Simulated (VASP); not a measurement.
# Cl2SnSeH2 in VASP: notebook

One molecule, Cl2SnSeH2, is run at these levels: revPBE, revPBE+D3(BJ); tasks: single point.

Everything below comes from runs of VASP 6.6.1. Logs are shortened: lines on timing, memory, paths and dates and some standing lists are left out, and cuts for length are marked.

**1. Starting point**

The cell holds a molecule in a box, 6 atoms: a = 13.000 Å, b = 13.000 Å, c = 13.000 Å, α = 90.00°, β = 90.00°, γ = 90.00°.

**2. Single point, revPBE**

INCAR

```
PREC     = Accurate       # precision mode
ENCUT    = 520            # plane-wave cutoff, eV
EDIFF    = 1E-6           # SCF threshold, eV
ISMEAR   = 0              # smearing method
SIGMA    = 0.01           # smearing width, eV
LREAL    = F              # projectors in reciprocal space
LASPH    = T              # aspherical terms in the spheres
NELM     = 100            # most SCF steps
ALGO     = Fast           # electronic algorithm
ISIF     = 2              # what is computed and relaxed
LWAVE    = F              # write WAVECAR
LCHARG   = F              # write CHGCAR
GGA      = RE             # functional
NBANDS   = 27             # bands
```

KPOINTS

```
Automatic mesh
0
Gamma
  1 1 1
```

POSCAR

```
SnH2SeCl2
1.0
   13.0000000000      0.0000000000      0.0000000000
    0.0000000000     13.0000000000      0.0000000000
    0.0000000000      0.0000000000     13.0000000000
Cl Sn Se H
2 1 1 2
Direct
    0.4091653800      0.3748807700      0.6098000000
    0.6418576900      0.3855115400      0.4424384600
    0.5212423100      0.4856653800      0.5263846200
    0.4288961500      0.5807884600      0.3868153800
    0.5806115400      0.5569192300      0.6184153800
    0.3601423100      0.6283500000      0.4630846200
```

Potentials or basis: VASP PAW PBE potentials, release 64 (Cl, Sn_d, Se, H).

Launch:

```bash
cat potpaw_PBE.64/Cl/POTCAR potpaw_PBE.64/Sn_d/POTCAR potpaw_PBE.64/Se/POTCAR potpaw_PBE.64/H/POTCAR > POTCAR
mpirun -np 1 vasp_gam > vasp.out
```

OUTCAR:

```text
PREC = Accurate
   ENCUT = 520
   EDIFF = 1E-6
   ISMEAR = 0
   LREAL = F
   LASPH = T
   NELM = 100
   ISIF = 2
   GGA = RE

 ion  position               nearest neighbor table
   1  0.409  0.375  0.610-   3 2.32
   2  0.642  0.386  0.442-   3 2.31
   3  0.521  0.486  0.526-   5 1.70   2 2.31   1 2.32   4 2.50
   4  0.429  0.581  0.387-   6 1.47   3 2.50
   5  0.581  0.557  0.618-   3 1.70
   6  0.360  0.628  0.463-   4 1.47

  LATTYP: Found a simple cubic cell.
 ALAT       =    13.0000000000

  Lattice vectors:

 A1 = (  13.0000000000,   0.0000000000,   0.0000000000)
 A2 = (   0.0000000000,  13.0000000000,   0.0000000000)
 A3 = (   0.0000000000,   0.0000000000,  13.0000000000)

Analysis of symmetry for initial positions (statically):
=====================================================================
 Subroutine PRICEL returns:
 Original cell was already a primitive cell.

 Routine SETGRP: Setting up the symmetry group for a
 simple cubic supercell.

 Subroutine GETGRP returns: Found  1 space group operations
 (whereof  1 operations were pure point group operations)
 out of a pool of 48 trial point group operations.

The static configuration has the point symmetry C_1 .

Analysis of symmetry for dynamics (positions and initial velocities):
=====================================================================
 Subroutine PRICEL returns:
 Original cell was already a primitive cell.

 Routine SETGRP: Setting up the symmetry group for a
 simple cubic supercell.

 Subroutine GETGRP returns: Found  1 space group operations
 (whereof  1 operations were pure point group operations)
 out of a pool of 48 trial point group operations.

The dynamic configuration has the point symmetry C_1 .

 Subroutine INISYM returns: Found  1 space group operations
 (whereof  1 operations are pure point group operations),
 and found     1 'primitive' translations

----------------------------------------------------------------------------------------

                                     Primitive cell

  volume of cell :    2197.0000

  direct lattice vectors                    reciprocal lattice vectors
    13.000000000  0.000000000  0.000000000     0.076923077  0.000000000  0.000000000
     0.000000000 13.000000000  0.000000000     0.000000000  0.076923077  0.000000000
     0.000000000  0.000000000 13.000000000     0.000000000  0.000000000  0.076923077

[... 70 lines left out ...]
   NSW    =      0    number of steps for IOM
   IBRION =     -1    ionic relax: 0-MD 1-quasi-New 2-CG
   NFREE  =      0    steps in history (QN), initial steepest desc. (CG)
   ISIF   =      2    stress and relaxation
   ISYM   =      2    0-nonsym 1-usesym 2-fastsym
   POTIM  = 0.5000    time-step for ionic-motion
   TEBEG  =    0.0;   TEEND  =   0.0 temperature during run
   PSTRESS=    0.0 pullay stress
   NELECT =      36.0000    total number of electrons
   NUPDOWN=      -1.0000    fix difference up-down
   EMIN   =  10.00;   EMAX   =-10.00  energy-range for DOS
   EFERMI =   0.00;   METHOD = LEGACY
   ISMEAR =     0;   SIGMA  =   0.01  broadening in eV -4-tet -1-fermi 0-gaus
   EFERMI_NEDOS =   21; number of points for ismear=-14 and -15
   IALGO  =     68    algorithm
   IMIX   =      4    mixing-type and parameters
     AMIX     =   0.40;   BMIX     =  1.00
     AMIX_MAG =   1.60;   BMIX_MAG =  1.00
  volume/ion in A,a.u.               =     366.17      2471.01
  Fermi-wavevector in a.u.,A,eV,Ry     =   0.415814  0.785774  2.352463  0.172901
  Thomas-Fermi vector in A             =   1.375002
   LORBIT       =      0    0 simple, 1 ext, 2 COOP (PROOUT), +10 PAW based schemes
   GGA     = RE    functional components
   LHFCALC =     F    Hartree Fock is set to
   AEXX    =    0.0000 exact exchange contribution
   IVDW    =     0    specifies the selected vdW correction
   LEPSILON=     F    determine dielectric tensor
   LRPA    =     F    only Hartree local field effects (RPA)
 non-spin polarized calculation
 RMM-DIIS sequential band-by-band and
 Gauss-broadening in eV      SIGMA  =   0.01
  energy-cutoff  :      520.00
  volume of cell :     2197.00
 maximum number of plane-waves:     29543
 NGX is ok and might be reduce to    98
   NGX = 49   NGY = 49   NGZ = 49

 number of electron      36.0000006 magnetization

 Free energy of the ion-electron system (eV)
  ---------------------------------------------------
  ext. energy  EPLUGINS =         0.00000000
  ---------------------------------------------------
  free energy    TOTEN  =       -19.57961646 eV

  energy without entropy =      -19.57961646  energy(sigma->0) =      -19.57961646

 E-fermi :  -5.9407     XC(G=0):  -0.9754

 val. band max:       -6.0460671563   @ k =   0.0000   0.0000   0.0000
 cond. band min:      -2.4473721156   @ k =   0.0000   0.0000   0.0000
 fundamental gap:      3.5986950407
 Fermi energy:        -5.9406878626

 k-point     1 :       0.0000    0.0000    0.0000
  band No.  band energies     occupation
      1     -26.9559      2.00000
      2     -26.8853      2.00000
      3     -26.8097      2.00000
      4     -26.7510      2.00000
      5     -26.7391      2.00000
      6     -20.1439      2.00000
[... 19 lines left out ...]
     26       0.8294      0.00000
     27       0.9188      0.00000

------------------------ aborting loop because EDIFF is reached ----------------------------------------

  FORCE on cell =-STRESS in cart. coord.  units (eV):
  Direction    XX          YY          ZZ          XY          YZ          ZX
  --------------------------------------------------------------------------------------
  -------------------------------------------------------------------------------------
  Total        1.6046836      1.3826524      1.6715533     -0.2697434     -0.2132768     -0.4019219
  in kB        1.1702265      1.0083088      1.2189917     -0.1967122     -0.1555336     -0.2931043
  external PRESSURE =       1.1325090 kB  Pullay stress =       0.0000000 kB

 VOLUME and BASIS-vectors are now :
 -----------------------------------------------------------------------------
  energy-cutoff  :      520.00
  volume of cell :     2197.00
      direct lattice vectors                 reciprocal lattice vectors
    13.000000000  0.000000000  0.000000000     0.076923077  0.000000000  0.000000000
     0.000000000 13.000000000  0.000000000     0.000000000  0.076923077  0.000000000
     0.000000000  0.000000000 13.000000000     0.000000000  0.000000000  0.076923077

 POSITION                                       TOTAL-FORCE (eV/Angst)
 -----------------------------------------------------------------------------------
      5.31915      4.87345      7.92740        -0.347415     -0.356162      0.287417
      8.34415      5.01165      5.75170         0.394406     -0.308810     -0.258931
      6.77615      6.31365      6.84300         0.038060      0.255008      0.133899
      5.57565      7.55025      5.02860        -0.052904      0.133837     -0.580674
      7.54795      7.23995      8.03940         0.140454      0.151501      0.210200
      4.68185      8.16855      6.02010        -0.172601      0.124626      0.208088
 -----------------------------------------------------------------------------------
    total drift:                               -0.000793     -0.000842     -0.001090

  FREE ENERGIE OF THE ION-ELECTRON SYSTEM (eV)
  ---------------------------------------------------
  free  energy   TOTEN  =       -19.5796164566 eV

  energy  without entropy=      -19.5796164566  energy(sigma->0) =      -19.57961646
```

stdout:

```text
POSCAR found type information on POSCAR ClSnSeH
 POSCAR found :  4 types and       6 ions
 scaLAPACK will be used
 -----------------------------------------------------------------------------
|                                                                             |
|                                                                             |
|     You enforced a specific xc type in the INCAR file but a different       |
|     I HOPE YOU KNOW WHAT YOU ARE DOING!                                     |
|                                                                             |
 -----------------------------------------------------------------------------

 LDA part: xc-table for (Slater+PW92), standard interpolation
 POSCAR, INCAR and KPOINTS ok, starting setup
 FFT: planning ... GRIDC
 FFT: planning ... GRID_SOFT
 FFT: planning ... GRID
 WAVECAR not read
 entering main loop
```

Run time: 2.2 min. Hardware: 1 thread of Intel Xeon 6975P-C (Granite Rapids), shared host; peak memory 1.6 GiB.

Results:

| Property | Result |
| --- | --- |
| Free energy | -19.5796 eV |
| Largest force | 0.598 eV/Å |
| Gap between the frontier levels | 3.60 eV |

Forces in eV/Å, atoms in the order of the input:
```
Cl  -0.347 -0.356  0.287
Cl   0.394 -0.309 -0.259
Sn   0.038  0.255  0.134
Se  -0.053  0.134 -0.581
H    0.140  0.152  0.210
H   -0.173  0.125  0.208
```

Caveat: the PAW data sets were made with another functional, which shifts forces and pressure a little; spin-orbit coupling is left out, which moves the levels of the heavy elements.

**3. Single point, revPBE+D3(BJ)**

INCAR

```
PREC = Accurate
ENCUT = 520
EDIFF = 1E-7
ISMEAR = 0
SIGMA = 0.01
LREAL = False
LASPH = True
NELM = 100
ALGO = Normal
ISIF = 2
LWAVE = False
LCHARG = False
GGA = RE
IVDW = 12
```

KPOINTS

```
regular mesh
0
Gamma
  1 1 1
```

POSCAR

```
SnH2SeCl2
1.0
   13.0000000000      0.0000000000      0.0000000000
    0.0000000000     13.0000000000      0.0000000000
    0.0000000000      0.0000000000     13.0000000000
Cl Sn Se H
2 1 1 2
Cartesian
    5.3191499400      4.8734500100      7.9274000000
    8.3441499700      5.0116500200      5.7516999800
    6.7761500300      6.3136499400      6.8430000600
    5.5756499500      7.5502499800      5.0285999400
    7.5479500200      7.2399499900      8.0393999400
    4.6818500300      8.1685500000      6.0201000600
```

Potentials or basis: VASP PAW PBE potentials, release 64 (Cl, Sn_d, Se, H).

Launch:

```bash
cat potpaw_PBE.64/Cl/POTCAR potpaw_PBE.64/Sn_d/POTCAR potpaw_PBE.64/Se/POTCAR potpaw_PBE.64/H/POTCAR > POTCAR
mpirun -np 1 vasp_gam > vasp.out
```

Wall time 2.2 min (1 thread of Intel Xeon 6975P-C (Granite Rapids), shared host); peak memory 1.6 GiB.

Results (log left out):

```
Free energy                     : -20.0168 eV
Largest force                   : 0.541 eV/Å
Gap between the frontier levels : 3.60 eV
Dispersion energy per atom      : -0.073 eV
```

Forces on the atoms (eV/Å):
```
Cl  -0.307 -0.313  0.236
Cl   0.333 -0.274 -0.235
Sn   0.030  0.259  0.129
Se  -0.019  0.082 -0.534
H    0.126  0.135  0.189
H   -0.162  0.111  0.215
```

Levels at points of the mesh, in eV from the valence-band top:
| k point | band 15 | band 16 | band 17 | band 18 | band 19 | band 20 | band 21 | band 22 |
| --- | --- | --- | --- | --- | --- | --- | --- | --- |
| (0.00, 0.00, 0.00) | -1.45 | -1.32 | -1.08 | 0.00 | 3.60 | 4.97 | 5.13 | 5.35 |

Caveat: the PAW data sets were made with another functional, which shifts forces and pressure a little; spin-orbit coupling is left out, which moves the levels of the heavy elements.
